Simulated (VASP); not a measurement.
Cu:

```xyz
32
Lattice="7.2700 0.0000 0.0000 0.0000 7.2700 0.0000 0.0000 0.0000 7.2700" Properties=species:S:1:pos:R:3 pbc="T T T"
Cu    0.0000    0.0000    0.0000
Cu    0.0000    0.0000    3.6350
Cu    0.0000    3.6350    0.0000
Cu    0.0000    3.6350    3.6350
Cu    3.6350    0.0000    0.0000
Cu    3.6350    0.0000    3.6350
Cu    3.6350    3.6350    0.0000
Cu    3.6350    3.6350    3.6350
Cu    0.0000    1.8175    1.8175
Cu    0.0000    1.8175    5.4525
Cu    0.0000    5.4525    1.8175
Cu    0.0000    5.4525    5.4525
Cu    3.6350    1.8175    1.8175
Cu    3.6350    1.8175    5.4525
Cu    3.6350    5.4525    1.8175
Cu    3.6350    5.4525    5.4525
Cu    1.8175    0.0000    1.8175
Cu    1.8175    0.0000    5.4525
Cu    1.8175    3.6350    1.8175
Cu    1.8175    3.6350    5.4525
Cu    5.4525    0.0000    1.8175
Cu    5.4525    0.0000    5.4525
Cu    5.4525    3.6350    1.8175
Cu    5.4525    3.6350    5.4525
Cu    1.8175    1.8175    0.0000
Cu    1.8175    1.8175    3.6350
Cu    1.8175    5.4525    0.0000
Cu    1.8175    5.4525    3.6350
Cu    5.4525    1.8175    0.0000
Cu    5.4525    1.8175    3.6350
Cu    5.4525    5.4525    0.0000
Cu    5.4525    5.4525    3.6350
```

The cell was built by a generator and needn't be a form met in nature.

Base run:

- Program: VASP 6.6.1
- Functional: PBEsol
- Potentials or basis: VASP PAW PBE potentials, release 64 (Cu)
- Cutoff: 350 eV
- k mesh: 5 × 5 × 5
- Occupations: fermi-dirac, width 0.05 eV
- Spin: no spin polarisation

Its results: band gap on the k mesh none (metal or under the smearing width); pressure -8.0 GPa.

The run is repeated on the same cell with these changes: functional from PBEsol to PBE; further incar settings from ALGO = Normal; EDIFF = 1e-07; NBANDS = 198 to ALGO = Normal; EDIFF = 1e-06; NBANDS = 198. What comes out?

Band gap on the k mesh none (metal or under the smearing width); pressure -0.1 GPa.

Caveats: the cutoff is under 1.25 times the usual one of these potentials, so pressure, stress and relaxed cells hold a basis-set (Pulay) error; the PAW data sets were made with another functional, which shifts forces and pressure a little (some runs).

Not every run made on this cell is shown here.
